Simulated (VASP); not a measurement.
A convergence study with VASP on C (graphite): one setting is varied, all else stays as given below, so the limit is that of these other settings.

```
C
1.0
    1.23000    -2.13042     0.00000
    1.23000     2.13042     0.00000
    0.00000     0.00000     6.71000
C
4
Direct
  0.00000   0.00000   0.25000
  0.00000   0.00000   0.75000
  0.33333   0.66667   0.25000
  0.66667   0.33333   0.75000
```

These are LDA (Ceperley-Alder, Perdew-Zunger), VASP's LDA PAW potentials (set 64) (plane waves; VASP 6.6.1) values and carry that method's errors. The tightest run used: 700 eV cut-off, 20×20×6 Monkhorst-Pack mesh, first-order Methfessel-Paxton smearing of 0.10 eV, potentials C.

| setting | E (eV/atom) | pressure (GPa) | irreducible k-points |
|---|---|---|---|
| 1×1×1 mesh | -6.6673 | 22.22 | 1 |
| 2×2×1 mesh | -10.4381 | -8.32 | 2 |
| 3×3×1 mesh | -9.8726 | -2.73 | 3 |
| 4×4×1 mesh | -10.0902 | -4.10 | 6 |
| 5×5×2 mesh | -10.1098 | -5.01 | 5 |

### Question
These are the cheaper rows. Estimate the results at 20×20×6 mesh, and how far the last row shown lies from them.

### Answer

```tsv
quantity	tightest run	last row shown is off by
E (eV/atom)	-10.1185	0.0087
pressure (GPa)	-5.06	0.06
```

Left out are rungs that failed or repeat a setting and relaxations that didn't move; long series are thinned to 24 rows.

The compound is C in the graphite structure. The cell was not relaxed at this level.
